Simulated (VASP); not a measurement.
**HfZrSe3: relaxation of cell and atoms with PBE**

Crystal: HfZrSe3.

```xyz
5
Lattice="3.3393 1.9280 3.2155 -3.3393 1.9280 3.2155 0.0000 -3.8559 3.2155" Properties=species:S:1:pos:R:3 pbc="T T T"
Zr    0.0000    0.0000    0.0000
Hf    0.0000    0.0000    4.8233
Se    0.0000    1.9280    3.2155
Se   -1.6697   -0.9640    3.2155
Se    1.6697   -0.9640    3.2155
```

The cell was built by a generator and needn't be a form met in nature.

```yaml
Program: VASP 6.6.1
Task: relaxation of cell and atoms
Functional: PBE
Potentials_or_basis: VASP PAW PBE potentials, release 64 (Zr_sv, Hf_pv, Se)
Cutoff: 520 eV
k_mesh: 3 × 3 × 3
Occupations: gaussian, width 0.15 eV
Spin: no spin polarisation
Further_INCAR_settings: PREC = Normal; ALGO = Fast; EDIFF = 0.0001; IBRION = 2; EDIFFG = -0.08; NSW = 24; ISIF = 3
```

The relaxed volume is 26.08 Å³/atom, the relaxed cell is a = 5.071 Å, b = 5.071 Å, c = 5.071 Å, α = 89.84°, β = 89.84°, γ = 89.84° and the space group after relaxing (to 0.05 Å) is Pm-3m (No. 221). The energy gained by relaxing is 33.5 meV/atom and the ionic steps are 7. The pressure after relaxing is 0.3 GPa.

Stress tensor (GPa, compression positive):
```
0.38 0.00 0.00
0.00 0.38 0.00
0.00 0.00 0.25
```

Step by step:
```tsv
step	energy change (eV)	largest force (eV/Å)	pressure (GPa)	volume (Å³)
1	0.0000	0.0000	3.77	124.21
2	-0.0534	0.0000	-2.45	134.99
3	-0.0819	0.0000	-0.30	130.86
4	-0.1044	0.0000	-0.30	130.91
5	-0.1497	0.0000	-0.06	130.86
6	-0.1616	0.0000	0.61	129.87
7	-0.1675	0.0000	0.34	130.39
```

Final structure:
```yaml
crystal:
  lattice:
    - [3.58075, 2.06735, 2.93561]
    - [-3.58075, 2.06735, 2.93561]
    - [0.00000, -4.13469, 2.93561]
  atoms:
    - { symbol: Zr, position: [0.00000, 0.00000, 0.00000] }
    - { symbol: Hf, position: [0.50000, 0.50000, 0.50000] }
    - { symbol: Se, position: [0.50000, 0.50000, 0.00000] }
    - { symbol: Se, position: [0.00000, 0.50000, 0.50000] }
    - { symbol: Se, position: [0.50000, 0.00000, 0.50000] }
```

Levels at points of the mesh, in eV from the Fermi level:
| k point | band 16 | band 17 | band 18 | band 19 | band 20 | band 21 | band 22 | band 23 | band 24 |
| --- | --- | --- | --- | --- | --- | --- | --- | --- | --- |
| (0.00, 0.00, 0.00) | -1.99 | -1.17 | -1.15 | -1.15 | -0.75 | -0.75 | -0.74 | -0.44 | -0.39 |

Run time: 54 s on 2 MPI ranks on Intel(R) Xeon(R) Platinum 8488C (Sapphire Rapids), on a shared host, peak memory 0.16 GiB a rank.

Caveat: the k mesh is coarse (spacing up to 0.42 Å⁻¹), so the values aren't converged; the bands computed are all filled at some k points, so no gap is given; the relaxation stopped at a loose force limit of 0.08 eV/Å, so its end isn't a converged minimum. The run has no spin-orbit coupling, so splittings on Hf are missing.
